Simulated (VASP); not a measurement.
# Fe3PO7 (Grattarolaite): structure and properties in VASP, part 3 of 8

How well does PBEsol + U reproduce what experiment finds for Fe3PO7 (Grattarolaite)? The cell is relaxed first, and properties follow on it. The start is a cell from a database of measured crystal structures.

VASP 6.6.1; PBEsol, DFT+U (Fe d 4 eV), spin-polarised from a ferromagnetic start; plane waves and PAW (Fe, P, O).

Still holding for the runs below: The magnetic state follows from one typed start and may not be the lowest. Experiment finds antiferromagnetic order in this phase (below 164 K, arxiv:1707.07433), so this ferromagnetic run describes another state.

So far, gap on the k-mesh (eV): step 2 (full relaxation (PBEsol + U)) 1.79. The relaxed cell has a = 8.026, c = 6.885 Å (conventional setting).

**3. Density, ELF and potential (PBEsol + U)**

The relaxed cell gets a fresh self-consistent run, on a basis set for its own volume, to fix the density and to check the remaining stress.

INCAR

```
SYSTEM = Fe3PO7
PREC = Accurate
ENCUT = 520
EDIFF = 1E-06
NELM = 100
ISMEAR = 0
SIGMA = 0.05
LREAL = .FALSE.
ALGO = Normal
GGA = PS
NBANDS = 58
ISPIN = 2
MAGMOM = 3 3 3 0 0 0 0 0 0 0 0
LDAU = .TRUE.
LDAUTYPE = 2
LDAUL = 2 -1 -1
LDAUU = 4 0 0
LDAUJ = 0 0 0
LDAUPRINT = 1
LASPH = .TRUE.
LMAXMIX = 4
LORBIT = 11
LWAVE = .FALSE.
LCHARG = .TRUE.
ISIF = 2
LELF = .TRUE.
LVHAR = .TRUE.
```

POSCAR

```
Fe3PO7
1.0
    4.0131358779      2.3169850794      2.2950053484
   -4.0131358779      2.3169850794      2.2950053484
    0.0000000000     -4.6339701588      2.2950053484
Fe P O
3 1 7
Direct
    0.5397198143      0.1503095739      0.5397198143
    0.5397198143      0.5397198143      0.1503095739
    0.1503095739      0.5397198143      0.5397198143
    0.0000821785      0.0000821785      0.0000821785
    0.2305545627      0.2305545627      0.2305545627
    0.3878148672      0.7673479303      0.3878148672
    0.3878148672      0.3878148672      0.7673479303
    0.7673479303      0.3878148672      0.3878148672
    0.8308162105      0.1472039706      0.8308162105
    0.8308162105      0.8308162105      0.1472039706
    0.1472039706      0.8308162105      0.8308162105
```

KPOINTS

```
Automatic mesh
0
Gamma
5 5 5
0 0 0
```

Potentials, in the order of the species: Fe, P and O (PBE family, release 64).

Command:

```sh
mpirun -np 8 vasp_std
```

Output:

```text
[banner, memory and clock lines left out]
running    8 mpi-ranks, on    1 nodes
 distrk:  each k-point on    8 cores,    1 groups
 distr:  one band on    1 cores,    8 groups

 POSCAR found type information on POSCAR FeP O
 POSCAR found :  3 types and      11 ions
 [... a notice as in an earlier step ...]

 [... a notice as in an earlier step ...]

 LDA part: xc-table for (Slater+PW92), standard interpolation
|                                                                             |
|           W    W    AA    RRRRR   N    N  II  N    N   GGGG   !!!           |
|           W    W   A  A   R    R  NN   N  II  NN   N  G    G  !!!           |
|           W    W  A    A  R    R  N N  N  II  N N  N  G       !!!           |
|           W WW W  AAAAAA  RRRRR   N  N N  II  N  N N  G  GGG   !            |
|           WW  WW  A    A  R   R   N   NN  II  N   NN  G    G                |
|           W    W  A    A  R    R  N    N  II  N    N   GGGG   !!!           |
|                                                                             |
|     The number of bands has been changed from the values supplied in        |
|     The orbitals not found in the WAVECAR file will be initialized with     |
|     random numbers, which is usually adequate. For correlated               |
|     calculations, however, you should redo the groundstate calculation.     |
|     I found NBANDS = 58. Now, NBANDS = 64.                                  |
|                                                                             |

 POSCAR, INCAR and KPOINTS ok, starting setup
 FFT: planning ... GRIDC
 FFT: planning ... GRID_SOFT
 FFT: planning ... GRID
 WAVECAR not read
 entering main loop
       N       E                     dE             d eps       ncg     rms          rms(c)
DAV:   1     0.803706513458E+03    0.80371E+03   -0.30419E+04  4864   0.120E+03
DAV:   2     0.261095106582E+02   -0.77760E+03   -0.68788E+03  4960   0.345E+02
DAV:   3    -0.930714922856E+02   -0.11918E+03   -0.11073E+03  5600   0.149E+02
DAV:   4    -0.976094044405E+02   -0.45379E+01   -0.45014E+01  5880   0.320E+01
DAV:   5    -0.976975602742E+02   -0.88156E-01   -0.88109E-01  5544   0.452E+00    0.528E+01
DAV:   6    -0.793031154928E+02    0.18394E+02   -0.77776E+01  7048   0.922E+01    0.737E+01
DAV:   7    -0.810132651257E+02   -0.17101E+01   -0.14195E+01  6080   0.283E+01    0.349E+01
DAV:   8    -0.807158914099E+02    0.29737E+00   -0.17037E+00  7408   0.113E+01    0.216E+01
DAV:   9    -0.805778796573E+02    0.13801E+00   -0.35219E-01  7200   0.878E+00    0.711E+00
DAV:  10    -0.806127620610E+02   -0.34882E-01   -0.89032E-02  5680   0.425E+00    0.991E-01
DAV:  11    -0.806099326843E+02    0.28294E-02   -0.22340E-02  6720   0.188E+00    0.365E-01
DAV:  12    -0.806104434077E+02   -0.51072E-03   -0.65287E-03  6040   0.386E-01    0.167E-01
DAV:  13    -0.806105857946E+02   -0.14239E-03   -0.42968E-04  5784   0.104E-01    0.980E-02
DAV:  14    -0.806106371383E+02   -0.51344E-04   -0.47820E-05  6376   0.662E-02    0.553E-02
DAV:  15    -0.806106602903E+02   -0.23152E-04   -0.27746E-05  6984   0.523E-02    0.272E-02
DAV:  16    -0.806106618519E+02   -0.15615E-05   -0.74475E-06  5928   0.193E-02    0.131E-02
DAV:  17    -0.806106614299E+02    0.42191E-06   -0.20866E-06  4912   0.153E-02
   1 F= -.80610661E+02 E0= -.80610661E+02  d E =-.462844E-19  mag=    15.0000
```

Run time: 51 s. Hardware: 8 MPI ranks of Intel Xeon Platinum 8259CL at 2.50GHz (Skylake/Cascade Lake), shared host; peak memory 1.4 GiB; 6.7 min of CPU time.

Parts of OUTCAR (step 3):

```text
  LATTYP: Found a trigonal (rhomboedric) cell.
 ALAT       =     5.1711438756
 COS(alpha) =    -0.2045490297

The static configuration has the point symmetry C_3v.

 Found     19 irreducible k-points:

   k-points           NKPTS =     19   k-points in BZ     NKDIM =     19   number of bands    NBANDS=     64

   ENCUT  =  520.0 eV  38.22 Ry    6.18 a.u.   9.61  9.61  9.61*2*pi/ulx,y,z

   NELECT =      71.0000    total number of electrons

atom =   1  type =  1  l = 2

 onsite density matrix

spin component  1

  1.0028 -0.0002 -0.0105 -0.0199  0.0013
 -0.0002  1.0086  0.0012 -0.0224 -0.0202
 -0.0105  0.0012  0.9963 -0.0021  0.0060
 -0.0199 -0.0224 -0.0021  1.0345 -0.0002
  0.0013 -0.0202  0.0060 -0.0002  1.0043

spin component  2

  0.1520 -0.0183 -0.0358 -0.0382  0.0049
 -0.0183  0.1545  0.0087 -0.0496 -0.0593
 -0.0358  0.0087  0.1324 -0.0151  0.0207
 -0.0382 -0.0496 -0.0151  0.2118 -0.0183
  0.0049 -0.0593  0.0207 -0.0183  0.1577

 occupancies and eigenvectors

  o =  0.0711  v =  0.0000  0.0000  0.0000  0.0000  0.0000  0.3081  0.6821  0.0000  0.3938  0.5336      0.0000  0.0000  0.0000  0.0000  0.0000  0.0000  0.0000  0.0000  0.0000  0.0000
  o =  0.0920  v =  0.0000  0.0000  0.0000  0.0000  0.0000 -0.5520  0.1029 -0.7426 -0.1782  0.3187      0.0000  0.0000  0.0000  0.0000  0.0000  0.0000  0.0000  0.0000  0.0000  0.0000
  o =  0.1815  v =  0.0000  0.0000  0.0000  0.0000  0.0000 -0.6328  0.0723  0.6672 -0.1253  0.3653      0.0000  0.0000  0.0000  0.0000  0.0000  0.0000  0.0000  0.0000  0.0000  0.0000
  o =  0.2152  v =  0.0000  0.0000  0.0000  0.0000  0.0000 -0.3938  0.5336  0.0000  0.3081 -0.6821      0.0000  0.0000  0.0000  0.0000  0.0000  0.0000  0.0000  0.0000  0.0000  0.0000
  o =  0.2485  v =  0.0000  0.0000  0.0000  0.0000  0.0000  0.2119  0.4839  0.0582 -0.8382 -0.1224      0.0000  0.0000  0.0000  0.0000  0.0000  0.0000  0.0000  0.0000  0.0000  0.0000
  o =  0.9795  v = -0.3109 -0.6782 -0.0000 -0.3916 -0.5386  0.0000  0.0000  0.0000  0.0000  0.0000      0.0000  0.0000  0.0000  0.0000  0.0000  0.0000  0.0000  0.0000  0.0000  0.0000
  o =  0.9833  v = -0.5982  0.1195 -0.6825 -0.2069  0.3454  0.0000  0.0000  0.0000  0.0000  0.0000      0.0000  0.0000  0.0000  0.0000  0.0000  0.0000  0.0000  0.0000  0.0000  0.0000
  o =  1.0076  v =  0.5441 -0.1346 -0.7300  0.2331 -0.3141  0.0000  0.0000  0.0000  0.0000  0.0000      0.0000  0.0000  0.0000  0.0000  0.0000  0.0000  0.0000  0.0000  0.0000  0.0000
  o =  1.0212  v =  0.3916 -0.5386 -0.0000 -0.3109  0.6782  0.0000  0.0000  0.0000  0.0000  0.0000      0.0000  0.0000  0.0000  0.0000  0.0000  0.0000  0.0000  0.0000  0.0000  0.0000
  o =  1.0549  v = -0.3101 -0.4665  0.0358  0.8080  0.1790  0.0000  0.0000  0.0000  0.0000  0.0000      0.0000  0.0000  0.0000  0.0000  0.0000  0.0000  0.0000  0.0000  0.0000  0.0000

atom =   2  type =  1  l = 2

 onsite density matrix

spin component  1

  1.0050  0.0000 -0.0000 -0.0203  0.0000
  0.0000  1.0474 -0.0024 -0.0000 -0.0198
 -0.0000 -0.0024  0.9963 -0.0000 -0.0121
 -0.0203 -0.0000 -0.0000  0.9956  0.0000
  0.0000 -0.0198 -0.0121  0.0000  1.0021

spin component  2

  0.1605  0.0000  0.0000 -0.0699 -0.0000
  0.0000  0.2404 -0.0174 -0.0000 -0.0276
  0.0000 -0.0174  0.1324  0.0000 -0.0414
 -0.0699 -0.0000  0.0000  0.1258  0.0000
 -0.0000 -0.0276 -0.0414  0.0000  0.1491

 occupancies and eigenvectors

  o =  0.0711  v =  0.0000  0.0000  0.0000  0.0000  0.0000 -0.6161  0.0000  0.0000 -0.7876 -0.0000      0.0000  0.0000  0.0000  0.0000  0.0000  0.0000  0.0000  0.0000  0.0000  0.0000
  o =  0.0920  v =  0.0000  0.0000  0.0000  0.0000  0.0000  0.0000  0.2058  0.7426  0.0000  0.6373      0.0000  0.0000  0.0000  0.0000  0.0000  0.0000  0.0000  0.0000  0.0000  0.0000
  o =  0.1815  v =  0.0000  0.0000  0.0000  0.0000  0.0000  0.0000  0.1446 -0.6672 -0.0000  0.7307      0.0000  0.0000  0.0000  0.0000  0.0000  0.0000  0.0000  0.0000  0.0000  0.0000
  o =  0.2152  v =  0.0000  0.0000  0.0000  0.0000  0.0000 -0.7876  0.0000 -0.0000  0.6161  0.0000      0.0000  0.0000  0.0000  0.0000  0.0000  0.0000  0.0000  0.0000  0.0000  0.0000
  o =  0.2485  v =  0.0000  0.0000  0.0000  0.0000  0.0000  0.0000 -0.9678  0.0582  0.0000  0.2447      0.0000  0.0000  0.0000  0.0000  0.0000  0.0000  0.0000  0.0000  0.0000  0.0000
  o =  0.9795  v = -0.6219  0.0000 -0.0000 -0.7831  0.0000  0.0000  0.0000  0.0000  0.0000  0.0000      0.0000  0.0000  0.0000  0.0000  0.0000  0.0000  0.0000  0.0000  0.0000  0.0000
  o =  0.9833  v =  0.0000  0.2389  0.6825 -0.0000  0.6907  0.0000  0.0000  0.0000  0.0000  0.0000      0.0000  0.0000  0.0000  0.0000  0.0000  0.0000  0.0000  0.0000  0.0000  0.0000
  o =  1.0076  v =  0.0000 -0.2691  0.7300 -0.0000 -0.6282  0.0000  0.0000  0.0000  0.0000  0.0000      0.0000  0.0000  0.0000  0.0000  0.0000  0.0000  0.0000  0.0000  0.0000  0.0000
  o =  1.0212  v = -0.7831  0.0000  0.0000  0.6219 -0.0000  0.0000  0.0000  0.0000  0.0000  0.0000      0.0000  0.0000  0.0000  0.0000  0.0000  0.0000  0.0000  0.0000  0.0000  0.0000
  o =  1.0549  v =  0.0000 -0.9330 -0.0358  0.0000  0.3581  0.0000  0.0000  0.0000  0.0000  0.0000      0.0000  0.0000  0.0000  0.0000  0.0000  0.0000  0.0000  0.0000  0.0000  0.0000

atom =   3  type =  1  l = 2

 onsite density matrix

spin component  1

  1.0028  0.0002  0.0105 -0.0199 -0.0013
  0.0002  1.0086  0.0012  0.0224 -0.0202
  0.0105  0.0012  0.9963  0.0021  0.0060
 -0.0199  0.0224  0.0021  1.0345  0.0002
 -0.0013 -0.0202  0.0060  0.0002  1.0043

spin component  2

  0.1520  0.0183  0.0358 -0.0382 -0.0049
  0.0183  0.1545  0.0087  0.0496 -0.0593
  0.0358  0.0087  0.1324  0.0151  0.0207
 -0.0382  0.0496  0.0151  0.2118  0.0183
 -0.0049 -0.0593  0.0207  0.0183  0.1577

 occupancies and eigenvectors

  o =  0.0711  v =  0.0000  0.0000  0.0000  0.0000  0.0000 -0.3081  0.6821  0.0000 -0.3938  0.5336      0.0000  0.0000  0.0000  0.0000  0.0000  0.0000  0.0000  0.0000  0.0000  0.0000
  o =  0.0920  v =  0.0000  0.0000  0.0000  0.0000  0.0000  0.5520  0.1029 -0.7426  0.1782  0.3187      0.0000  0.0000  0.0000  0.0000  0.0000  0.0000  0.0000  0.0000  0.0000  0.0000
  o =  0.1815  v =  0.0000  0.0000  0.0000  0.0000  0.0000  0.6328  0.0723  0.6672  0.1253  0.3653      0.0000  0.0000  0.0000  0.0000  0.0000  0.0000  0.0000  0.0000  0.0000  0.0000
  o =  0.2152  v =  0.0000  0.0000  0.0000  0.0000  0.0000  0.3938  0.5336  0.0000 -0.3081 -0.6821      0.0000  0.0000  0.0000  0.0000  0.0000  0.0000  0.0000  0.0000  0.0000  0.0000
  o =  0.2485  v =  0.0000  0.0000  0.0000  0.0000  0.0000 -0.2119  0.4839  0.0582  0.8382 -0.1224      0.0000  0.0000  0.0000  0.0000  0.0000  0.0000  0.0000  0.0000  0.0000  0.0000
  o =  0.9795  v =  0.3109 -0.6782 -0.0000  0.3916 -0.5386  0.0000  0.0000  0.0000  0.0000  0.0000      0.0000  0.0000  0.0000  0.0000  0.0000  0.0000  0.0000  0.0000  0.0000  0.0000
  o =  0.9833  v = -0.5982 -0.1195  0.6825 -0.2069 -0.3454  0.0000  0.0000  0.0000  0.0000  0.0000      0.0000  0.0000  0.0000  0.0000  0.0000  0.0000  0.0000  0.0000  0.0000  0.0000
  o =  1.0076  v =  0.5441  0.1346  0.7300  0.2331  0.3141  0.0000  0.0000  0.0000  0.0000  0.0000      0.0000  0.0000  0.0000  0.0000  0.0000  0.0000  0.0000  0.0000  0.0000  0.0000
  o =  1.0212  v =  0.3916  0.5386  0.0000 -0.3109 -0.6782  0.0000  0.0000  0.0000  0.0000  0.0000      0.0000  0.0000  0.0000  0.0000  0.0000  0.0000  0.0000  0.0000  0.0000  0.0000
  o =  1.0549  v = -0.3101  0.4665 -0.0358  0.8080 -0.1790  0.0000  0.0000  0.0000  0.0000  0.0000      0.0000  0.0000  0.0000  0.0000  0.0000  0.0000  0.0000  0.0000  0.0000  0.0000

 E-fermi :   2.2639

 spin component 1
 k-point     1 :       0.0000    0.0000    0.0000
  band No.  band energies     occupation
    ...
     39       1.1420      1.00000
     40       1.5720      1.00000
     41       1.6588      1.00000
     42       1.9200      1.00000
     43       1.9200      1.00000
     44       6.5043      0.00000
     45      10.6091      0.00000
     46      10.8180      0.00000
     47      10.8180      0.00000
     48      12.1518      0.00000
    ...

 k-point     2 :       0.2000    0.0000    0.0000
  band No.  band energies     occupation
    ...
     39       1.4269      1.00000
     40       1.4874      1.00000
     41       1.5120      1.00000
     42       1.8524      1.00000
     43       1.8674      1.00000
     44       7.0375      0.00000
     45      10.3770      0.00000
     46      10.8576      0.00000
     47      10.9608      0.00000
     48      11.9556      0.00000
    ...

 k-point     3 :       0.4000    0.0000    0.0000
  band No.  band energies     occupation
    ...
     39       1.2867      1.00000
     40       1.5158      1.00000
     41       1.5575      1.00000
     42       1.8879      1.00000
     43       1.9588      1.00000
     44       8.2326      0.00000
     45       9.5220      0.00000
     46      10.9127      0.00000
     47      11.2752      0.00000
     48      11.6920      0.00000
    ...

 k-point     4 :       0.2000    0.2000    0.0000
  band No.  band energies     occupation
    ...
     39       1.4963      1.00000
     40       1.5792      1.00000
     41       1.6300      1.00000
     42       1.8608      1.00000
     43       1.8886      1.00000
     44       7.6988      0.00000
     45      10.3151      0.00000
     46      10.5645      0.00000
     47      10.9160      0.00000
     48      11.6708      0.00000
    ...

  Total        0.0413380      0.0413380      0.0133162      0.0000000      0.0000000      0.0000000
  in kB        0.5172707      0.5172707      0.1666287      0.0000000      0.0000000      0.0000000
  external PRESSURE =       0.4003900 kB  Pullay stress =       0.0000000 kB

 POSITION                                       TOTAL-FORCE (eV/Angst)
 -----------------------------------------------------------------------------------
      1.56276     -0.90226      2.82228         0.005697     -0.003289      0.007635
      0.00000      1.80452      2.82228         0.000000      0.006578      0.007635
     -1.56276     -0.90226      2.82228        -0.005697     -0.003289      0.007635
      0.00000      0.00000      0.00057         0.000000     -0.000000      0.004017
      0.00000      0.00000      1.58737         0.000000     -0.000000      0.008496
     -1.52312      0.87937      3.54114        -0.002929      0.001691     -0.009495
      0.00000     -1.75874      3.54114         0.000000     -0.003382     -0.009495
      1.52312      0.87937      3.54114         0.002929      0.001691     -0.009495
      2.74343     -1.58392      4.15129        -0.006796      0.003924     -0.002311
      0.00000      3.16784      4.15129         0.000000     -0.007847     -0.002311
     -2.74343     -1.58392      4.15129         0.006796      0.003924     -0.002311
 -----------------------------------------------------------------------------------
    total drift:                                0.000000      0.000000      0.000469

  FREE ENERGIE OF THE ION-ELECTRON SYSTEM (eV)
  ---------------------------------------------------
  free  energy   TOTEN  =       -80.6106614299 eV

  energy  without entropy=      -80.6106614299  energy(sigma->0) =      -80.61066143

 total charge
# of ion       s       p       d       tot
------------------------------------------
    1        0.399   0.573   5.827   6.799
    2        0.399   0.573   5.827   6.799
    3        0.399   0.573   5.827   6.799
    4        0.906   1.505   0.000   2.411
    5        1.557   3.571   0.000   5.128
    6        1.552   3.482   0.000   5.034
    7        1.552   3.482   0.000   5.034
    8        1.552   3.482   0.000   5.034
    9        1.558   3.597   0.000   5.155
   10        1.558   3.597   0.000   5.155
   11        1.558   3.597   0.000   5.155
--------------------------------------------------
tot         12.990  28.032  17.480  58.503

[... 4 parts as in an earlier step ...]

[... 11 further parts left out ...]
```

With spin, VASP writes an ELF for each channel.

Numbers from this step:

- SCF cycles: 17
- bands: 64
- free energy (TOTEN): -80.6107 eV
- Fermi energy: 2.264 eV
- pressure: 0.04004 GPa

Valence electrons inside each PAW sphere by angular momentum. Sphere charges, by row:

```tsv
atom	s (e)	p (e)	d (e)	tot (e)
Fe1	0.399	0.573	5.827	6.799
Fe2	0.399	0.573	5.827	6.799
Fe3	0.399	0.573	5.827	6.799
P4	0.906	1.505	0	2.411
O5	1.557	3.571	0	5.128
O6	1.552	3.482	0	5.034
O7	1.552	3.482	0	5.034
O8	1.552	3.482	0	5.034
O9	1.558	3.597	0	5.155
O10	1.558	3.597	0	5.155
O11	1.558	3.597	0	5.155
```

Spin density in the ac plane of the conventional cell at fractional y = 0.000, with atoms of P and O within 0.2 Å of it.

Ten even steps from '0' (0.0 e/Å³) to '9' (2.0 e/Å³), each cell a mean:
```
0000000000000000000000
0000000000000000000000
0000000000000000000000
0000000000000000000000
0000000000000000000000
0000000000000000000000
0000000000000000000000
0000000000000000000000
0000000000000000000000
0000000000000000000000
0000000000000000000000
0000000000000000000000
0000000000000000000000
1000000000000000000001
0000000000000000000000
0000000001462000000000
0000000002794000000000
0000000001342000000000
```
Columns run along a (8.0 Å), rows up along c (6.9 Å), edges of the conventional cell, whose origin can differ from the input's. Atoms in or near the plane, at fractional coordinates: P at (0.00, 0.00), O at (0.00, 0.23).

Electrostatic potential energy in the ac plane of the conventional cell at fractional y = 0.000, with atoms of P and O within 0.2 Å of it. With pseudopotentials it is smooth inside the atoms' cores, unlike the true potential.

Values in eV, 10 rows by 16 columns, each cell a mean:
```
-45 -22  -2   3   5   5   2  -4  -6   0   4   5   4   0 -12 -42
 -4   1   4   4   4   4   4  -6 -12   3   4   4   5   4   2  -2
  5   6   6   5   3   3   5   5   4   5   4   3   4   5   6   5
  6   6   5   4   4   4   5   6   6   6   4   4   4   5   6   6
  5   4   1   0   2   5   6   6   6   6   5   3   0   0   3   5
  3   1  -5  -8  -2   3   6   6   6   6   4   0  -6  -7  -1   3
 -9   0  -2  -4   0   4   5   5   5   5   4   1  -3  -4   0  -5
-48 -10   3   3   4   5   3   0  -1   2   4   4   3   3   0 -41
-30  -5   3   5   6   4  -4 -15 -18  -8   2   5   6   4  -1 -22
-49 -29  -1   5   6   3  -5 -18 -20 -10   1   5   6   2 -15 -48
```
Columns run along a (8.0 Å; values clipped at the 3rd and 97th percentile), rows up along c (6.9 Å), edges of the conventional cell, whose origin can differ from the input's. Atoms in or near the plane, at fractional coordinates: P at (0.00, 0.00), O at (0.00, 0.23).

ELF of up spins in the ac plane of the conventional cell at fractional y = 0.000, with atoms of P and O within 0.2 Å of it. It is the smooth field of the valence electrons, not physical close to the nuclei.

Ten even steps from '0' (0.01) to '9' (0.82), each cell a mean:
```
2688972012332100489873
3678972026887410488864
3457741038999610267643
1123210037998510023211
0000000014775200000000
0000000001221000000000
0013320000000000133210
0135541000000001355410
0134542000000001345420
0012321000000001233210
1111211001332001121101
7411111003675100111136
9951110014775200011389
6982000002443100001598
7962000001221100000488
9841000011111100000269
6533210012101210013346
1467641012111100267752
```
Columns run along a (8.0 Å), rows up along c (6.9 Å), edges of the conventional cell, whose origin can differ from the input's. Atoms in or near the plane, at fractional coordinates: P at (0.00, 0.00), O at (0.00, 0.23).

In this run the pressure is 0.04 GPa, small enough to go on.

[end of part 3 of 8]

[Lines on the potential files, build, host, timing and source positions are cut from VASP's logs without a mark.]

[Logs are printed without paths, hosts, clocks, repeated set-up lines and the standing remarks that a program may print on its own settings, such as how far it seeks lower states.]

[Hosts, paths, dates, database ids (printed as entryN), source tags and the programs' standing remarks are cut or masked in the printed files.]

[A measured line is paired with the nearest computed mode of its activity, which favours agreement.]
